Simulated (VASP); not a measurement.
These are PBEsol GGA, VASP's PBE PAW potentials (set 64) (plane waves; VASP) values and carry that method's errors.

VASP ran on this input.

### POSCAR
```
Be4S3Se
1.0
  4.9153147263   0.0000000000   0.0000000000
  0.0000000000   4.9153147263   0.0000000000
  0.0000000000   0.0000000000   4.9153147263
Be Se S
4 1 3
Cartesian
  4.8817378767   4.8817378767   4.8817378767
  2.4912342128   2.4912342128   4.8817378767
  2.4912342128   4.8817378767   2.4912342128
  4.8817378767   2.4912342128   2.4912342128
  1.2288286816   1.2288286816   1.2288286816
  3.6864860447   3.6864860447   1.2288286816
  3.6864860447   1.2288286816   3.6864860447
  1.2288286816   3.6864860447   3.6864860447
```

**KPOINTS**
```
Automatic
0
Gamma
 5 5 5
0 0 0
```

### INCAR
```
ISMEAR=-5   # tetrahedra, Bloechl
LCHARG=.TRUE.
LORBIT=11
LWAVE=.FALSE.
PREC=Accurate
LREAL=.FALSE.
EDIFF=1E-7
ENCUT=400
ALGO=Normal
LMAXMIX=4
SYSTEM=Be4S3Se
ISIF=2   # forces and stress, cell fixed
GGA=PS
LEFG=.TRUE.
NEDOS=601   # DOS grid
NELM=100
LASPH=.TRUE.
```

POTCAR, in this order: Be Se S (PBE.64 set). Program: vasp_std.

Output

**OSZICAR**
```
       N       E                     dE             d eps       ncg     rms          rms(c)
DAV:   1     0.121926010155E+03    0.12193E+03   -0.11812E+04   420   0.107E+03
DAV:   2    -0.324581367572E+02   -0.15438E+03   -0.14854E+03   603   0.208E+02
DAV:   3    -0.415817746930E+02   -0.91236E+01   -0.90927E+01   528   0.559E+01
DAV:   4    -0.417462571433E+02   -0.16448E+00   -0.16420E+00   576   0.920E+00
DAV:   5    -0.417488714517E+02   -0.26143E-02   -0.26139E-02   532   0.108E+00    0.987E+00
DAV:   6    -0.412290707914E+02    0.51980E+00   -0.41240E-01   520   0.306E+00    0.643E+00
DAV:   7    -0.410452617862E+02    0.18381E+00   -0.50422E-01   485   0.355E+00    0.107E+00
DAV:   8    -0.410438025033E+02    0.14593E-02   -0.32740E-02   536   0.103E+00    0.237E-01
DAV:   9    -0.410439736924E+02   -0.17119E-03   -0.24989E-03   495   0.301E-01    0.107E-01
DAV:  10    -0.410439610245E+02    0.12668E-04   -0.56764E-05   552   0.578E-02    0.638E-02
DAV:  11    -0.410439975767E+02   -0.36552E-04   -0.11871E-04   519   0.611E-02    0.144E-02
DAV:  12    -0.410439983589E+02   -0.78221E-06   -0.19856E-05   510   0.288E-02    0.979E-03
DAV:  13    -0.410439987954E+02   -0.43645E-06   -0.50588E-06   526   0.116E-02    0.345E-03
DAV:  14    -0.410439991489E+02   -0.35347E-06   -0.11108E-06   571   0.681E-03    0.354E-03
DAV:  15    -0.410439989875E+02    0.16135E-06   -0.31780E-07   420   0.374E-03    0.879E-04
DAV:  16    -0.410439989738E+02    0.13695E-07   -0.88059E-08   330   0.174E-03
   1 F= -.41043999E+02 E0= -.41043999E+02  d E =0.000000E+00
```

OUTCAR:
```
------------------------ aborting loop because EDIFF is reached ----------------------------------------
  FORCE on cell =-STRESS in cart. coord.  units (eV):
  Direction    XX          YY          ZZ          XY          YZ          ZX
  --------------------------------------------------------------------------------------
  Total       -0.0459255     -0.0459255     -0.0459255     -0.0000000     -0.0000000     -0.0000000
  in kB       -0.6195982     -0.6195982     -0.6195982     -0.0000000     -0.0000000     -0.0000000
  external PRESSURE =      -0.6195982 kB  Pullay stress =       0.0000000 kB
  volume of cell :      118.76
      direct lattice vectors                 reciprocal lattice vectors
     4.915314726  0.000000000  0.000000000     0.203445772  0.000000000  0.000000000
     0.000000000  4.915314726  0.000000000     0.000000000  0.203445772  0.000000000
     0.000000000  0.000000000  4.915314726     0.000000000  0.000000000  0.203445772
 POSITION                                       TOTAL-FORCE (eV/Angst)
 -----------------------------------------------------------------------------------
      4.88174      4.88174      4.88174        -0.003813     -0.003813     -0.003813
      2.49123      2.49123      4.88174         0.003813      0.003813     -0.003813
      2.49123      4.88174      2.49123         0.003813     -0.003813      0.003813
      4.88174      2.49123      2.49123        -0.003813      0.003813      0.003813
      1.22883      1.22883      1.22883        -0.000000     -0.000000     -0.000000
      3.68649      3.68649      1.22883        -0.000000     -0.000000     -0.000000
      3.68649      1.22883      3.68649        -0.000000     -0.000000     -0.000000
      1.22883      3.68649      3.68649        -0.000000     -0.000000     -0.000000
 -----------------------------------------------------------------------------------
    total drift:                               -0.000000     -0.000000     -0.000000
  FREE ENERGIE OF THE ION-ELECTRON SYSTEM (eV)
  ---------------------------------------------------
  free  energy   TOTEN  =       -41.0439989738 eV

  energy  without entropy=      -41.0439989738  energy(sigma->0) =      -41.04399897

 total charge

# of ion       s       p       d       tot
------------------------------------------
    1        0.386   0.649   0.000   1.035
    2        0.386   0.649   0.000   1.035
    3        0.386   0.649   0.000   1.035
    4        0.386   0.649   0.000   1.035
    5        1.425   2.560   0.034   4.019
    6        1.300   2.499   0.000   3.799
    7        1.300   2.499   0.000   3.799
    8        1.300   2.499   0.000   3.799
--------------------------------------------------
tot          6.867  12.654   0.034  19.555
```
(Selected blocks of OUTCAR.)

The structure was generated: Be4S3Se was put into an ordered model structure (P-43m), which need not be its known phase. It was relaxed first.
